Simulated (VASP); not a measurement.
Calculation: PBE GGA, VASP's PBE PAW potentials (set 64) (plane waves; VASP).

The input files of a VASP run:

File KPOINTS:
```
Automatic mesh
0
Gamma
8 8 8
0 0 0
```

**INCAR**
```
! general
SYSTEM = LiH
PREC   = Accurate
ENCUT  = 520
LREAL  = F
LASPH  = T

! electronic loop
EDIFF  = 1E-6
NELM   = 100
ALGO   = Normal

! smearing
ISMEAR = 0
SIGMA  = 0.05

! functional
GGA    = PE

! ions
ISIF   = 2

! output
LWAVE  = F
LCHARG = F
```

### POSCAR
```
LiH
1
    0.0000000000     2.0400000000     2.0400000000
    2.0400000000     0.0000000000     2.0400000000
    2.0400000000     2.0400000000     0.0000000000
Li H
1 1
Direct
  0.0000000000   0.0000000000   0.0000000000
  0.5000000000   0.5000000000   0.5000000000
```

POTCAR, in this order: Li_sv H (PBE.64 set). Program: vasp_std.

Task: Predict the energy per atom (σ→0), pressure, band gap (on the k-mesh).

Result: 
| Quantity | Value |
|---|---|
| energy per atom (σ→0) | -3.061 eV/atom |
| band gap (on the k-mesh) | 3.02 eV |
| pressure | -2.01 GPa |

**OSZICAR**
```
...
DAV:   5    -0.636172196104E+01   -0.76135E-05   -0.76135E-05   438   0.500E-02    0.285E+00
DAV:   6    -0.617951232359E+01    0.18221E+00   -0.15964E-01   390   0.179E+00    0.142E+00
DAV:   7    -0.611994388159E+01    0.59568E-01   -0.20812E-01   456   0.229E+00    0.224E-01
DAV:   8    -0.612187126526E+01   -0.19274E-02   -0.50106E-03   420   0.605E-01    0.443E-02
DAV:   9    -0.612182111184E+01    0.50153E-04   -0.22433E-04   498   0.898E-02    0.801E-03
DAV:  10    -0.612181568954E+01    0.54223E-05   -0.55182E-06   390   0.231E-02    0.331E-03
DAV:  11    -0.612181511928E+01    0.57026E-06   -0.55219E-07   252   0.451E-03
   1 F= -.61218151E+01 E0= -.61218151E+01  d E =-.122465E-14
```

The compound is LiH in the rock salt structure. The cell was not relaxed at this level.
